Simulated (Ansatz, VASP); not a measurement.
This is a calculation of Mg6FeBi for Ansatz 0.2.0. The cell comes from a database or a generator and needn't be the stable form of this composition.

Contents of input.yaml:

```yaml
crystal:
  lattice:
    - [5.004977, 0.0, 0.0]
    - [0.0, 3.1647195, 5.464853]
    - [0.0, -3.1647195, 5.464853]
  atoms:
    - { symbol: Bi, position: [0.5, 0.670775, 0.670775] }
    - { symbol: Fe, position: [0.0, 0.84742, 0.84742], spin: 3.0 }
    - { symbol: Mg, position: [0.5, 0.168467, 0.168467] }
    - { symbol: Mg, position: [0.5, 0.674866, 0.150406] }
    - { symbol: Mg, position: [0.5, 0.150406, 0.674866] }
    - { symbol: Mg, position: [0.0, 0.333955, 0.333955] }
    - { symbol: Mg, position: [0.0, 0.840395, 0.313715] }
    - { symbol: Mg, position: [0.0, 0.313715, 0.840395] }
hamiltonian:
  xc: rpbe
  pseudopotentials: { kind: paw }
magnetization:
  spin_polarized: true
kpoints:
  mp_grid: { grid: [6, 5, 5] }
scf:
  occupations: { method: gaussian, width: 0.02 }
output:
  forces: true
  stress: true
  eigenvalues: true
  write_density: true
  write_potential: true
  elf: true
  volumetric_format: npy
```

Potentials or basis: Ansatz PAW.

The run is started by

```sh
$ ansatz run input.yaml --threads 4 --pin off --max-ram 11264MiB --backend cpu --events-out ev --progress --plain --runs-dir out
```

Q: Set up the same calculation for VASP 6.6.1. Potentials or basis there: PBE PAW files Bi_d, Fe_pv, Mg_pv, 520 eV.

A: As run (cutoffs and basis follow the program's own potentials, and thresholds, step limits or extra output files can differ):

Contents of INCAR:

```
PREC = Accurate
ENCUT = 520
EDIFF = 1E-6
ISMEAR = 0
SIGMA = 0.02
LREAL = F
LASPH = T
NELM = 100
ALGO = Normal
ISIF = 2
LWAVE = F
LCHARG = F
ISPIN = 2
MAGMOM = 0 3 0 0 0 0 0 0
LORBIT = 11
LMAXMIX = 4
GGA = RP
NBANDS = 52
```

File KPOINTS:

```
Automatic mesh
0
Gamma
  6 5 5
```

Contents of POSCAR:

```
Mg6FeBi
5.005
    0.999995404595      0.000000000000      0.000000000000
    0.000000000000      0.632311588412      1.091878721279
    0.000000000000     -0.632311588412      1.091878721279
Bi Fe Mg
1 1 6
Direct
    0.5000000000      0.6707750000      0.6707750000
    0.0000000000      0.8474200000      0.8474200000
    0.5000000000      0.1684670000      0.1684670000
    0.5000000000      0.6748660000      0.1504060000
    0.5000000000      0.1504060000      0.6748660000
    0.0000000000      0.3339550000      0.3339550000
    0.0000000000      0.8403950000      0.3137150000
    0.0000000000      0.3137150000      0.8403950000
```

Potentials or basis: VASP PAW PBE potentials, release 64 (Bi_d, Fe_pv, Mg_pv).

Command:

```console
$ cat potpaw_PBE.64/Bi_d/POTCAR potpaw_PBE.64/Fe_pv/POTCAR potpaw_PBE.64/Mg_pv/POTCAR > POTCAR
$ mpirun -np 1 vasp_std > vasp.out
```

Both were run:

|  | Ansatz | VASP |
| --- | --- | --- |
| Pressure | 1.8 GPa | 1.7 GPa |
| Largest force | 0.115 eV/Å | 0.116 eV/Å |
| Net moment | 2.60 μB per cell | 2.60 μB per cell |

Ansatz's pressure holds a Pulay term of +0.02 GPa for its cutoff of 420 eV, which the other run lacks.

The potentials hold 91 and 77 valence electrons a cell.

Ansatz's potentials were made for PBE. VASP's potentials were made for PBE.

Where Ansatz's input types no cutoff or centring, it takes its own default and a Γ-centred mesh.

The magnetic state is the one that the start led to; the real crystal's order can differ.

Pressure is positive in compression.
